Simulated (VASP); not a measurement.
These are PBE GGA, VASP's PBE PAW potentials (set 64) (plane waves; VASP 6.6.1) values and carry that method's errors.

VASP input:

File POSCAR:
```
RuAl
1
    2.9914950000     0.0000000000     0.0000000000
    0.0000000000     2.9914950000     0.0000000000
    0.0000000000     0.0000000000     2.9914950000
Al Ru
1 1
Direct
  0.5000000000   0.5000000000   0.5000000000
  0.0000000000   0.0000000000   0.0000000000
```

KPOINTS_OPT:
```
k-points along high-symmetry lines
10
Line-mode
Reciprocal
  0.000000   0.000000   0.000000 ! GAMMA
  0.000000   0.500000   0.000000 ! X

  0.000000   0.500000   0.000000 ! X
  0.500000   0.500000   0.000000 ! M

  0.500000   0.500000   0.000000 ! M
  0.000000   0.000000   0.000000 ! GAMMA

  0.000000   0.000000   0.000000 ! GAMMA
  0.500000   0.500000   0.500000 ! R

  0.500000   0.500000   0.500000 ! R
  0.000000   0.500000   0.000000 ! X

  0.500000   0.500000   0.500000 ! R
  0.500000   0.500000   0.000000 ! M
```

**KPOINTS**
```
Automatic mesh
0
Gamma
9 9 9
0 0 0
```

### INCAR
```
SYSTEM = RuAl
PREC = Accurate; ENCUT = 300; LREAL = .FALSE.
LASPH = .TRUE.
EDIFF = 1E-6; NELM = 100; ALGO = Normal
LMAXMIX = 4
ISMEAR = 0; SIGMA = 0.272
GGA = PE
ISIF = 2
LWAVE = .FALSE.; LCHARG = .FALSE.
```

POTCAR, in this order: Al Ru_pv (PBE.64 set). Program: vasp_std.

At this cut-off the stress carries a Pulay error, which pulls relaxed volumes low.

Question: Predict the energy per atom (σ→0), pressure, band gap (over mesh and band path).

Answer: 
```yaml
energy per atom (σ→0): -7.125 eV/atom
band gap (over mesh and band path): none (metal, semimetal or under 0.01 eV)
pressure: 2.39 GPa
```

### OSZICAR
```
...
DAV:   8    -0.142808564055E+02    0.15458E-01   -0.19735E-02   924   0.148E+00    0.203E-01
DAV:   9    -0.142806193316E+02    0.23707E-03   -0.57974E-04   924   0.251E-01    0.139E-01
DAV:  10    -0.142806148387E+02    0.44929E-05   -0.31487E-05  1032   0.693E-02    0.198E-02
DAV:  11    -0.142806125353E+02    0.23035E-05   -0.43730E-06   896   0.265E-02    0.559E-03
DAV:  12    -0.142806119857E+02    0.54953E-06   -0.70802E-08   456   0.299E-03
   1 F= -.14280612E+02 E0= -.14249295E+02  d E =-.626346E-01
       N       E                     dE             ncg
       N       E                     dE             ncg
```

The structure is a typed RuAl crystal. The cell was not relaxed at this level. The electron count is odd and the run is not spin-polarised, which forces a metal.
